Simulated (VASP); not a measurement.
Output of a VASP run:

### OUTCAR
```
 ion  position               nearest neighbor table
   1  0.000  0.000  0.000-
  LATTYP: Found a body centered cubic cell.
 ALAT       =     3.0974461894
 Subroutine PRICEL returns:
 Original cell was already a primitive cell.
 Subroutine GETGRP returns: Found 48 space group operations
The static configuration has the point symmetry O_h .
The dynamic configuration has the point symmetry O_h .
 Subroutine INISYM returns: Found 48 space group operations
 Subroutine IBZKPT returns following result:
 Found    145 irreducible k-points:

 Following reciprocal coordinates:
            Coordinates               Weight
  0.000000  0.000000  0.000000      1.000000
  0.062500  0.000000  0.000000     12.000000
  0.125000  0.000000  0.000000     12.000000
  0.187500  0.000000  0.000000     12.000000
  0.250000  0.000000  0.000000     12.000000
  0.312500  0.000000  0.000000     12.000000
  0.375000  0.000000  0.000000     12.000000
  0.437500  0.000000  0.000000     12.000000
  0.500000  0.000000  0.000000      6.000000
  0.062500  0.062500  0.000000     24.000000
  0.125000  0.062500 -0.000000     48.000000
  0.187500  0.062500  0.000000     48.000000
  0.250000  0.062500  0.000000     48.000000
  0.312500  0.062500  0.000000     48.000000
  0.375000  0.062500  0.000000     48.000000
  0.437500  0.062500  0.000000     48.000000
  0.125000  0.125000  0.000000     24.000000
  0.187500  0.125000  0.000000     48.000000
  0.250000  0.125000 -0.000000     48.000000
  0.312500  0.125000 -0.000000     48.000000
  0.375000  0.125000  0.000000     48.000000
  0.437500  0.125000  0.000000     24.000000
  0.187500  0.187500  0.000000     24.000000
  0.250000  0.187500  0.000000     48.000000
  0.312500  0.187500  0.000000     48.000000
  0.375000  0.187500  0.000000     48.000000
  0.250000  0.250000  0.000000     24.000000
  0.312500  0.250000 -0.000000     48.000000
  0.375000  0.250000  0.000000     24.000000
  0.312500  0.312500  0.000000     24.000000
  0.062500  0.062500  0.062500      8.000000
  0.125000  0.062500  0.062500     24.000000
  0.187500  0.062500  0.062500     24.000000
  0.250000  0.062500  0.062500     24.000000
  0.312500  0.062500  0.062500     24.000000
  0.375000  0.062500  0.062500     24.000000
  0.437500  0.062500  0.062500     12.000000
 -0.062500  0.062500  0.062500      6.000000
  0.125000  0.125000  0.062500     24.000000
  0.187500  0.125000  0.062500     48.000000
   k-points           NKPTS =    145   k-points in BZ     NKDIM =    145   number of bands    NBANDS=     11
   number of dos      NEDOS =    301   number of ions     NIONS =      1
   total plane-waves  NPLWV =   8000
   dimension x,y,z NGX =    20 NGY =   20 NGZ =   20
   dimension x,y,z NGXF=    40 NGYF=   40 NGZF=   40
   ions per type =               1
   PREC   = accura    normal or accurate (medium, high low for compatibility)
   ISTART =      0    job   : 0-new  1-cont  2-samecut
   ICHARG =      2    charge: 1-file 2-atom 10-const
   ISPIN  =      1    spin polarized calculation?
   LNONCOLLINEAR =      F non collinear calculations
   LSORBIT =      F    spin-orbit coupling
   INIWAV =      1    electr: 0-lowe 1-rand  2-diag
   ENCUT  =  520.0 eV  38.22 Ry    6.18 a.u.   4.99  4.99  4.99*2*pi/ulx,y,z
   NELM   =    100;   NELMIN=  2; NELMDL= -5     # of ELM steps
   EDIFF  = 0.1E-06   stopping-criterion for ELM
   LREAL  =      F    real-space projection
   NLSPLINE    = F    spline interpolate recip. space projectors
   LMAXMIX     =    6 max onsite mixed and CHGCAR
   VOSKOWN=      0    Vosko Wilk Nusair interpolation
   EDIFFG = 0.1E-05   stopping-criterion for IOM
   NSW    =      0    number of steps for IOM
   NBLOCK =      1;   KBLOCK =      1    inner block; outer block
   IBRION =     -1    ionic relax: 0-MD 1-quasi-New 2-CG
   NFREE  =      0    steps in history (QN), initial steepest desc. (CG)
...
```

**OSZICAR**
```
       N       E                     dE             d eps       ncg     rms          rms(c)
DAV:   1     0.765639342467E+02    0.76564E+02   -0.79666E+03  3190   0.147E+03
DAV:   2    -0.118851050072E+02   -0.88449E+02   -0.85512E+02  3394   0.336E+02
DAV:   3    -0.134013513784E+02   -0.15162E+01   -0.15000E+01  3653   0.434E+01
DAV:   4    -0.134088240850E+02   -0.74727E-02   -0.74717E-02  3433   0.330E+00
DAV:   5    -0.134088826856E+02   -0.58601E-04   -0.58600E-04  3586   0.293E-01    0.236E+01
DAV:   6    -0.129694164177E+02    0.43947E+00   -0.47594E-01  3388   0.950E+00    0.101E+01
DAV:   7    -0.128473010370E+02    0.12212E+00   -0.27163E-01  3502   0.674E+00    0.496E-01
DAV:   8    -0.128431300692E+02    0.41710E-02   -0.37006E-03  3286   0.937E-01    0.112E-01
DAV:   9    -0.128431475293E+02   -0.17460E-04   -0.37317E-05  3627   0.841E-02    0.628E-02
DAV:  10    -0.128431411515E+02    0.63777E-05   -0.12453E-05  3481   0.540E-02    0.668E-03
DAV:  11    -0.128431415127E+02   -0.36113E-06   -0.11426E-07  2336   0.491E-03    0.671E-04
DAV:  12    -0.128431413842E+02    0.12842E-06   -0.91617E-09  1769   0.145E-03    0.567E-05
DAV:  13    -0.128431413811E+02    0.31052E-08   -0.12208E-09  1688   0.563E-04
   1 F= -.13586375E+02 E0= -.13586188E+02  d E =-.562682E-03
```

**OUTCAR**
```
------------------------ aborting loop because EDIFF is reached ----------------------------------------
 Edisp (eV)   -0.74323
  FORCE on cell =-STRESS in cart. coord.  units (eV):
  Direction    XX          YY          ZZ          XY          YZ          ZX
  --------------------------------------------------------------------------------------
  Total       2.04413     2.04413     2.04413     0.00000     0.00000    -0.00000
  in kB     220.41329   220.41329   220.41329     0.00000     0.00000    -0.00000
  external pressure =      220.41 kB  Pullay stress =        0.00 kB
  volume of cell :       14.86
      direct lattice vectors                 reciprocal lattice vectors
    -1.548723095  1.548723095  1.548723095     0.000000000  0.322846609  0.322846609
     1.548723095 -1.548723095  1.548723095     0.322846609  0.000000000  0.322846609
     1.548723095  1.548723095 -1.548723095     0.322846609  0.322846609  0.000000000
 POSITION                                       TOTAL-FORCE (eV/Angst)
 -----------------------------------------------------------------------------------
      0.00000      0.00000      0.00000         0.000000     -0.000000      0.000000
 -----------------------------------------------------------------------------------
    total drift:                                0.000000     -0.000000      0.000000
  FREE ENERGIE OF THE ION-ELECTRON SYSTEM (eV)
  ---------------------------------------------------
  free  energy   TOTEN  =       -13.5863752760 eV

  energy  without entropy=      -13.5858125943  energy(sigma->0) =      -13.58618772
```
(Selected blocks of OUTCAR.)

File POSCAR:
```
W
1
   -1.5487230947     1.5487230947     1.5487230947
    1.5487230947    -1.5487230947     1.5487230947
    1.5487230947     1.5487230947    -1.5487230947
W
1
Direct
  0.0000000000   0.0000000000   0.0000000000
```

Task: Write an INCAR and KPOINTS that could have produced this output.

Result: One answer among several that fit: the input of the run itself, PBE GGA with D3 dispersion (Becke-Johnson damping), plane waves, VASP's PBE PAW potentials (set 64).

### KPOINTS
```
Automatic mesh
0
Gamma
16 16 16
0 0 0
```

**INCAR**
```
SYSTEM = W
PREC = Accurate
ENCUT = 520
EDIFF = 1E-7
NELM = 100
ALGO = Normal
LREAL = .FALSE.
LASPH = .TRUE.
ISMEAR = 1
SIGMA = 0.1
GGA = PE
IVDW = 12
LMAXMIX = 6
LWAVE = .FALSE.
LCHARG = .FALSE.
ISIF = 2
```

POTCAR, in this order: W_sv (PBE.64 set). Program: vasp_std.

The compound is W in the bcc structure. This cell is one point of a volume scan, at 0.94 of the reference volume.
